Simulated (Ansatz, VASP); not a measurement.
# GaSb in two plane-wave programs, part 2 of 2

Wanted: the spread between two codes on one cell, functional and k mesh. The structure shown comes from an earlier Ansatz run, which isn't shown and may have moved the atoms alone. Other levels of theory on this material are compared in a session of their own.

VASP 6.6.1 and Ansatz 0.2.0.

So far: The structure; Ansatz: elastic constants, PBEsol.

## Step 3: VASP: elastic constants, PBEsol

Level of this step: PBEsol; plane waves and PAW (Ga_d, Sb) (VASP).

The same cell, functional, mesh and smearing now go to VASP, with its own data sets.

Lines of VASP's logs that name or quote its potential files are left out, and so is its time.

Input file INCAR:

```
SYSTEM = GaSb
PREC = Accurate
ENCUT = 500
EDIFF = 1E-08
NELM = 120
ISMEAR = 0
SIGMA = 0.1
LREAL = .FALSE.
ALGO = Normal
GGA = PS
NBANDS = 15
LORBIT = 11
LWAVE = .FALSE.
LCHARG = .FALSE.
ISIF = 3
IBRION = 6
NFREE = 2
POTIM = 0.015
NSW = 1
LASPH = .TRUE.
GGA_COMPAT = .FALSE.
KPAR = 2
```

Input file POSCAR:

```
GaSb
1.0
    0.0000000000      3.0556247184      3.0556247184
    3.0556247184      0.0000000000      3.0556247184
    3.0556247184      3.0556247184      0.0000000000
Ga Sb
1 1
Direct
    0.0000000000      0.0000000000      0.0000000000
    0.2500000000      0.2500000000      0.2500000000
```

Input file KPOINTS:

```
Automatic mesh
0
Gamma
10 10 10
0 0 0
```

Potentials, in the order of the species: Ga_d and Sb (PBE family, release 64).

Launch:

```sh
> mpirun -np 2 vasp_std
```

Numbers of over 12 decimals in the logs are rounded to 6 here.

Log:

```text
[banner, memory and clock lines left out]
running    2 mpi-ranks, on    1 nodes
 distrk:  each k-point on    1 cores,    2 groups
 distr:  one band on    1 cores,    1 groups

 POSCAR found type information on POSCAR GaSb
 POSCAR found :  2 types and       2 ions
|                                                                             |
|               ----> ADVICE to this user running VASP <----                  |
|                                                                             |
|     You enforced a specific xc type in the INCAR file but a different       |
|     [... a line on the potential file left out ...]
|     I HOPE YOU KNOW WHAT YOU ARE DOING!                                     |
|                                                                             |

 LDA part: xc-table for (Slater+PW92), standard interpolation
 POSCAR, INCAR and KPOINTS ok, starting setup
 FFT: planning ... GRIDC
 FFT: planning ... GRID_SOFT
 FFT: planning ... GRID
 WAVECAR not read
 entering main loop
       N       E                     dE             d eps       ncg     rms          rms(c)
DAV:   1     0.786307773002E+02    0.78631E+02   -0.85054E+03  1418   0.144E+03
DAV:   2    -0.232662406923E+01   -0.80957E+02   -0.78589E+02  1627   0.294E+02
DAV:   3    -0.815311727503E+01   -0.58265E+01   -0.58130E+01  1711   0.662E+01
DAV:   4    -0.825135753703E+01   -0.98240E-01   -0.98227E-01  1714   0.963E+00
DAV:   5    -0.825378886332E+01   -0.24313E-02   -0.24312E-02  1887   0.133E+00    0.314E+00
DAV:   6    -0.817927433941E+01    0.74515E-01   -0.87848E-02  1817   0.525E+00    0.184E+00
DAV:   7    -0.815314688810E+01    0.26127E-01   -0.44721E-02  1781   0.198E+00    0.363E-01
DAV:   8    -0.815318155531E+01   -0.34667E-04   -0.48814E-03  1823   0.880E-01    0.100E-01
DAV:   9    -0.815346507125E+01   -0.28352E-03   -0.45182E-04  1599   0.174E-01    0.382E-02
DAV:  10    -0.815345860927E+01    0.64620E-05   -0.19741E-05  1884   0.389E-02    0.109E-02
DAV:  11    -0.815346807838E+01   -0.94691E-05   -0.12566E-05  1536   0.256E-02    0.450E-03
DAV:  12    -0.815346818737E+01   -0.10899E-06   -0.46955E-07  1879   0.691E-03    0.757E-04
DAV:  13    -0.815346818034E+01    0.70281E-08   -0.45203E-08  1593   0.142E-03
   1 F= -.81534682E+01 E0= -.81533756E+01  d E =-.185230E-03
[... from here on, the cycles between the ionic steps are left out ...]
   2 F= -.81507707E+01 E0= -.81506878E+01  d E =-.165660E-03
   3 F= -.81496982E+01 E0= -.81496350E+01  d E =-.126452E-03
   9 F= -.81511740E+01 E0= -.81510896E+01  d E =-.168719E-03
  10 F= -.81511723E+01 E0= -.81510879E+01  d E =-.168712E-03
  11 F= -.81511739E+01 E0= -.81510896E+01  d E =-.168720E-03
  12 F= -.81511723E+01 E0= -.81510880E+01  d E =-.168711E-03
  13 F= -.81511739E+01 E0= -.81510896E+01  d E =-.168719E-03
  14 F= -.81525882E+01 E0= -.81525015E+01  d E =-.173377E-03
  15 F= -.81525882E+01 E0= -.81525015E+01  d E =-.173381E-03
  16 F= -.81525811E+01 E0= -.81524944E+01  d E =-.173371E-03
 Finite differences progress:
  Degree of freedom:   8/  8
  Displacement:        1/  2
  Total:              15/ 16
 bond charge predicted
       N       E                     dE             d eps       ncg     rms          rms(c)
DAV:   1    -0.815224191441E+01    0.33917E-03   -0.14907E-01  5193   0.173E+00    0.107E-01
DAV:   2    -0.815261834048E+01   -0.37643E-03   -0.48046E-03  6839   0.477E-01    0.540E-02
DAV:   3    -0.815258130669E+01    0.37034E-04   -0.12249E-04  6317   0.117E-01    0.136E-02
DAV:   4    -0.815258083668E+01    0.47002E-06   -0.12727E-05  7581   0.317E-02    0.405E-03
DAV:   5    -0.815258107301E+01   -0.23634E-06   -0.10665E-06  6074   0.104E-02    0.101E-03
DAV:   6    -0.815258108525E+01   -0.12240E-07   -0.39508E-08  7007   0.213E-03    0.226E-04
DAV:   7    -0.815258108419E+01    0.10677E-08   -0.27911E-09  3867   0.466E-04
  17 F= -.81525811E+01 E0= -.81524944E+01  d E =-.173380E-03
 Finite differences progress:
  Degree of freedom:   8/  8
  Displacement:        2/  2
  Total:              16/ 16
```

OUTCAR, selected parts (step 3):

```text
ion  position               nearest neighbor table
   1  0.000  0.000  0.000-   2 2.65   2 2.65   2 2.65   2 2.65
   2  0.250  0.250  0.250-   1 2.65   1 2.65   1 2.65   1 2.65

  LATTYP: Found a face centered cubic cell.
 ALAT       =     6.1112494368

 Subroutine GETGRP returns: Found 24 space group operations
 (whereof 24 operations were pure point group operations)

The static configuration has the point symmetry T_d .

 Found     47 irreducible k-points:

   k-points           NKPTS =     47   k-points in BZ     NKDIM =     47   number of bands    NBANDS=     15

   dimension x,y,z NGX =    32 NGY =   32 NGZ =   32
   dimension x,y,z NGXF=    64 NGYF=   64 NGZF=   64

   ENCUT  =  500.0 eV  36.75 Ry    6.06 a.u.   7.88  7.88  7.88*2*pi/ulx,y,z

   NELECT =      18.0000    total number of electrons

 k-points in reciprocal lattice and weights: Automatic mesh
   0.00000000  0.00000000  0.00000000       0.001
   0.10000000  0.00000000  0.00000000       0.008
   0.20000000  0.00000000  0.00000000       0.008
   0.30000000  0.00000000  0.00000000       0.008
   0.40000000  0.00000000  0.00000000       0.008
   0.50000000  0.00000000  0.00000000       0.004
   0.10000000  0.10000000  0.00000000       0.006
   0.20000000  0.10000000  0.00000000       0.024
   0.30000000  0.10000000  0.00000000       0.024
[...]
-0.30000000  0.40000000  0.20000000       0.024
  -0.30000000  0.50000000  0.20000000       0.012

 average (electrostatic) potential at core
       1 -65.5193       2 -87.4610

 E-fermi :   4.8225

 k-point     1 :       0.0000    0.0000    0.0000
  band No.  band energies     occupation
    ...
      6      -6.7626      2.00000
      7       4.7186      1.85818
      8       4.7628      1.60140
      9       4.7807      1.44569
     10       4.8094      1.14693
     11       7.4877      0.00000
     12       7.5208      0.00000
     13       7.5555      0.00000
     14      10.3941      0.00000
     15      13.3712      0.00000

 k-point     2 :       0.1000    0.0000    0.0000
  band No.  band energies     occupation
    ...
      5     -10.1886      2.00000
      6      -6.6588      2.00000
      7       3.1413      2.00000
      8       4.5739      1.99956
      9       4.6312      1.99316
     10       5.7284      0.00000
     11       7.7284      0.00000
     12       7.7728      0.00000
     13       7.9103      0.00000
     14      10.9849      0.00000
    ...

 k-point     3 :       0.2000    0.0000    0.0000
  band No.  band energies     occupation
    ...
      5     -10.1888      2.00000
      6      -6.3564      2.00000
      7       1.4704      2.00000
      8       4.2140      2.00000
      9       4.2690      2.00000
     10       5.6896      0.00000
     11       8.1847      0.00000
     12       8.2425      0.00000
     13       9.1460      0.00000
     14      11.8517      0.00000
    ...

  Total        0.0351568      0.0367260      0.0367260      0.0000000      0.1081028      0.0000000
  in kB        0.9871657      1.0312257      1.0312257      0.0000000      3.0354108      0.0000000
  external PRESSURE =       1.0165390 kB  Pullay stress =       0.0000000 kB

  energy-cutoff  :      500.00
  volume of cell :       57.06
      direct lattice vectors                 reciprocal lattice vectors
     0.000000000  3.055624718  3.055624718    -0.163632660  0.163632660  0.163632660
     3.055624718  0.000000000  3.055624718     0.163632660 -0.163632660  0.163632660
     3.055624718  3.055624718  0.000000000     0.163632660  0.163632660 -0.163632660

 POSITION                                       TOTAL-FORCE (eV/Angst)
 -----------------------------------------------------------------------------------
      0.00000      0.00000      0.00000        -0.118414     -0.000000     -0.000000
      1.51281      1.52781      1.52781         0.118414      0.000000      0.000000
 -----------------------------------------------------------------------------------
    total drift:                               -0.000056      0.000001      0.000001

  FREE ENERGIE OF THE ION-ELECTRON SYSTEM (eV)
  ---------------------------------------------------
  free  energy   TOTEN  =        -8.1525810842 eV

  energy  without entropy=       -8.1524077045  energy(sigma->0) =       -8.15249439

  SYMMETRIZED ELASTIC MODULI (kBar)
 Direction    XX          YY          ZZ          XY          YZ          ZX
 --------------------------------------------------------------------------------
 XX         804.9747    365.6584    365.6584      0.0000     -0.0000      0.0000
 YY         365.6584    804.9747    365.6584      0.0000      0.0000     -0.0000
 ZZ         365.6584    365.6584    804.9747     -0.0000     -0.0000     -0.0000
 XY           0.0000      0.0000     -0.0000    573.6948      0.0000      0.0000
 YZ          -0.0000      0.0000     -0.0000      0.0000    573.6948      0.0000
 ZX           0.0000     -0.0000     -0.0000      0.0000      0.0000    573.6948
 --------------------------------------------------------------------------------

 Eigenvectors and eigenvalues of the dynamical matrix
 ----------------------------------------------------

   1 f  =    6.589537 THz    41.403279 2PiTHz  219.803281 cm-1    27.252121 meV
             X         Y         Z           dx          dy          dz
      0.000000  0.000000  0.000000     0.000000    0.796942    0.000000
      1.527812  1.527812  1.527812     0.000000   -0.604056    0.000000

   2 f  =    6.589537 THz    41.403279 2PiTHz  219.803281 cm-1    27.252121 meV
             X         Y         Z           dx          dy          dz
      0.000000  0.000000  0.000000     0.796942    0.000000    0.000000
      1.527812  1.527812  1.527812    -0.604056    0.000000    0.000000

   3 f  =    6.589537 THz    41.403279 2PiTHz  219.803281 cm-1    27.252121 meV
             X         Y         Z           dx          dy          dz
      0.000000  0.000000  0.000000     0.000000    0.000000    0.796942
      1.527812  1.527812  1.527812     0.000000    0.000000   -0.604056

   4 f/i=    0.005087 THz     0.031961 2PiTHz    0.169675 cm-1     0.021037 meV
             X         Y         Z           dx          dy          dz
      0.000000  0.000000  0.000000    -0.604056    0.000000    0.000000
      1.527812  1.527812  1.527812    -0.796942    0.000000    0.000000

   5 f/i=    0.005087 THz     0.031961 2PiTHz    0.169675 cm-1     0.021037 meV
             X         Y         Z           dx          dy          dz
      0.000000  0.000000  0.000000     0.000000   -0.604056    0.000000
      1.527812  1.527812  1.527812     0.000000   -0.796942    0.000000

   6 f/i=    0.005087 THz     0.031961 2PiTHz    0.169675 cm-1     0.021037 meV
             X         Y         Z           dx          dy          dz
      0.000000  0.000000  0.000000     0.000000    0.000000   -0.604056
      1.527812  1.527812  1.527812     0.000000    0.000000   -0.796942

 ELASTIC MODULI CONTR FROM IONIC RELAXATION (kBar)
 Direction    XX          YY          ZZ          XY          YZ          ZX
 --------------------------------------------------------------------------------
 XX          -0.0000      0.0000     -0.0000      0.0000     -0.0000     -0.0000
 YY           0.0000     -0.0000     -0.0000      0.0000      0.0000      0.0000
 ZZ          -0.0000     -0.0000     -0.0000     -0.0000      0.0000     -0.0000
 XY           0.0000      0.0000     -0.0000   -184.7452     -0.0000      0.0000
 YZ          -0.0000      0.0000      0.0000     -0.0000   -184.7452      0.0000
 ZX          -0.0000      0.0000     -0.0000      0.0000      0.0000   -184.7452
 --------------------------------------------------------------------------------

 TOTAL ELASTIC MODULI (kBar)
 Direction    XX          YY          ZZ          XY          YZ          ZX
 --------------------------------------------------------------------------------
 XX         804.9747    365.6584    365.6584      0.0000     -0.0000     -0.0000
 YY         365.6584    804.9747    365.6584      0.0000      0.0000     -0.0000
 ZZ         365.6584    365.6584    804.9747     -0.0000      0.0000     -0.0000
 XY           0.0000      0.0000     -0.0000    388.9496     -0.0000      0.0000
 YZ          -0.0000      0.0000      0.0000     -0.0000    388.9496      0.0000
 ZX          -0.0000     -0.0000     -0.0000      0.0000      0.0000    388.9496
 --------------------------------------------------------------------------------

 total charge
# of ion       s       p       d       tot
------------------------------------------
    1        0.910   0.767   9.963  11.640
    2        1.131   1.337   0.028   2.496
--------------------------------------------------
tot          2.042   2.104   9.990  14.137

[... 3 further parts left out ...]
```

Levels, forces or a CONTCAR printed for this step are those of its last displaced cell, not of the structure at rest.

## Step 4: Side by side

Known differences besides the potentials themselves: the data sets hold 28 valence electrons in Ansatz (on its default PAW (the set named soft_2) files) and 18 in VASP; the cutoff is 420 eV in Ansatz and 500 eV in VASP; Ansatz makes its cores anew for this functional, VASP keeps those of its PBE data sets; VASP takes each elastic constant from one size of strain, Ansatz from those that its log lists. Total energies have different zeros and are not compared.

The two programs side by side:

```
 quantity  Ansatz  VASP  difference
C11 (GPa)    80.0  80.5     -0.59 %
C22 (GPa)    80.0  80.5     -0.59 %
C33 (GPa)    80.0  80.5     -0.59 %
C12 (GPa)    36.3  36.6     -0.61 %
C13 (GPa)    36.3  36.6     -0.61 %
C23 (GPa)    36.3  36.6     -0.61 %
C44 (GPa)    38.9  38.9     -0.07 %
C55 (GPa)    38.9  38.9     -0.07 %
C66 (GPa)    38.9  38.9     -0.07 %
```

## Step 5: Outcome

```yaml
difference_in_c12_elastic_constants_pbesol: -0.61 %
```

**Reading.** The difference in C12 is -0.61 % (elastic constants, PBEsol), within the 5 % picked in this series as the mark of a large difference. The data sets hold unlike numbers of valence electrons (28 in Ansatz and 18 in VASP), so part of the differences comes from the potentials. 3 further runs of this series are not shown here. Such differences can come from data sets, numerical settings and the points named under the comparisons, not from the functional's error against experiment.

[Lines on the potential files, build, host, timing and source positions are cut from VASP's logs without a mark.]

[Logs are printed without paths, hosts, clocks, repeated set-up lines and the standing remarks that a program may print on its own settings, such as how far it seeks lower states.]

[Hosts, paths, dates, database ids (printed as entryN), source tags and the programs' standing remarks are cut or masked in the printed files.]
